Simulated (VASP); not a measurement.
Here is a VASP 6.6.1 calculation.

File POSCAR:

```
CsGeBr3
1.0
    3.8701285593      2.2344197656      3.1831323588
   -3.8701285593      2.2344197656      3.1831323588
    0.0000000000     -4.4688395310      3.1831323588
  Cs              Ge              Br
     1     1     3
Direct
     0.0033606343352304    0.0033606343352304    0.0033606343352303
     0.4911043136855832    0.4911043136855832    0.4911043136855832
     0.0122187771235447    0.5056581374278213    0.5056581374278213
     0.5056581374278213    0.5056581374278213    0.0122187771235447
     0.5056581374278213    0.0122187771235447    0.5056581374278213
```

The input INCAR.step1:

```
SYSTEM = CsGeBr3
ALGO = Normal ; EDIFF = 1E-8
EDIFFG = -0.002 ; ENCUT = 600
GGA = PS ; IBRION = 2
ISIF = 3 ; ISMEAR = 0
KPAR = 2 ; LASPH = .True.
LCHARG = .False. ; LREAL = .False.
LWAVE = .False. ; NELM = 80
NSW = 40 ; PREC = Accurate
SIGMA = 0.03
```

File INCAR.step2:

```
SYSTEM = CsGeBr3
ALGO = Normal ; EDIFF = 1E-8
ENCUT = 600 ; GGA = PS
IBRION = 6 ; ISIF = 2
ISMEAR = 0 ; KPAR = 2
LASPH = .True. ; LCHARG = .False.
LREAL = .False. ; LWAVE = .False.
NELM = 80 ; NFREE = 2
NSW = 1 ; POTIM = 0.015
PREC = Accurate ; SIGMA = 0.03
```

KPOINTS

```
k-points
0
Gamma
  5 5 5
  0 0 0
```

Potentials or basis: VASP PAW PBE potentials, release 64 (Cs_sv, Ge_d, Br).

Command:

```sh
$ cat potpaw_PBE.64/Cs_sv/POTCAR potpaw_PBE.64/Ge_d/POTCAR potpaw_PBE.64/Br/POTCAR > POTCAR
$ cp INCAR.step1 INCAR
$ mpirun -np 2 vasp_std > vasp.out
$ cp CONTCAR POSCAR
$ cp INCAR.step2 INCAR
$ mpirun -np 2 vasp_std > vasp.out
```

Estimate the highest phonon frequency at Γ, LO-TO splitting left out.

87 cm⁻¹.

Phonon frequencies in cm⁻¹ (negative: imaginary):
| q point | frequencies |
| --- | --- |
| (0.000, 0.000, 0.000) | -1 -1 -1 39 41 41 53 55 55 63 63 77 81 81 87 |

 The run has no spin-orbit coupling, so splittings on Cs are missing.
